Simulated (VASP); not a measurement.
BeZn2Te3, 6 atoms in the cell. The structure is trigonal, space group P3m1 (No. 156). The conventional cell has a = 4.268 Å, b = 4.268 Å, c = 10.389 Å, α = 90.00°, β = 90.00°, γ = 120.00°. Around Be (site symmetry 3m) lie 4 Te at 2.44 to 2.57 Å. Zn (site symmetry 3m) is surrounded by 4 Te at 2.64 to 2.65 Å. Zn (site symmetry 3m) is surrounded by 4 Te at 2.64 to 2.66 Å. Te (site symmetry 3m) is surrounded by 1 Be at 2.44 Å and 3 Zn at 2.64 Å. Around Te (site symmetry 3m) lie 3 Be at 2.57 Å and 1 Zn at 2.66 Å. Te (site symmetry 3m) has 4 Zn at 2.64 to 2.65 Å as nearest neighbours. The cell was built by a generator and needn't be a form met in nature.

* Program: VASP 6.6.1
* Task: relaxation of cell and atoms
* Functional: PBE
* Potentials or basis: VASP PAW PBE potentials, release 64 (Be, Zn, Te)
* Cutoff: 520 eV
* k mesh: 8 × 8 × 4
* Occupations: gaussian, width 0.03 eV
* Spin: no spin polarisation
* Further INCAR settings: ALGO = Normal; EDIFF = 1e-06; IBRION = 2; EDIFFG = -0.01; NSW = 90; ISIF = 3

Potentials or basis: VASP PAW PBE potentials, release 64 (Be, Zn, Te).

Command:

```sh
$ cat potpaw_PBE.64/Be/POTCAR potpaw_PBE.64/Zn/POTCAR potpaw_PBE.64/Te/POTCAR > POTCAR
$ mpirun -np 4 vasp_std > vasp.out
```

Hardware: 4 MPI ranks on AMD EPYC 7R13 Processor (Zen 3) (shared host).

Estimate the wall time of this run.

Run time: 120 s on 4 MPI ranks on AMD EPYC 7R13 Processor (Zen 3), with other jobs on the host, peak memory 0.36 GiB a rank. Counts: scf iterations 44, k points 35, ion steps 6.
